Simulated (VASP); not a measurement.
```
CELL_PARAMETERS angstrom
      0.00000     2.39509     2.39509
      2.39509     0.00000     2.39509
      2.39509     2.39509     0.00000
ATOMIC_POSITIONS crystal
  Hf 0.00000 0.00000 0.00000
  B  0.50000 0.50000 0.50000
```

Level of theory: PBEsol GGA, VASP's PBE PAW potentials (set 64) (plane waves; VASP). Numerical set-up: 520 eV cut-off, Gaussian smearing of 0.050 eV, potentials Hf_pv B.

Q: Give the energies of bands 4 to 9 at the high-symmetry points, in eV from the Fermi level.

A: 
```json
[
 {"band": "4", "Γ": "-9.21", "X": "-6.40", "U": "-5.65", "L": "-4.71", "W": "-5.49"},
 {"band": "5", "Γ": "2.04", "X": "-1.18", "U": "-2.09", "L": "-4.35", "W": "-1.36"},
 {"band": "6", "Γ": "2.04", "X": "-0.88", "U": "-1.33", "L": "-1.19", "W": "-1.36"},
 {"band": "7", "Γ": "2.04", "X": "2.05", "U": "0.23", "L": "-1.19", "W": "-1.26"},
 {"band": "8", "Γ": "3.69", "X": "2.05", "U": "2.78", "L": "5.79", "W": "4.98"},
 {"band": "9", "Γ": "3.69", "X": "5.54", "U": "6.09", "L": "5.79", "W": "4.98"}
]
```

It has no gap at this level: it comes out as a metal or semimetal.

The structure was generated: HfB was put into the rock salt type (Fm-3m), which need not be its known phase. It was relaxed first, which changed the volume by -37 %. The electron count is odd and the run is not spin-polarised, which forces a metal.
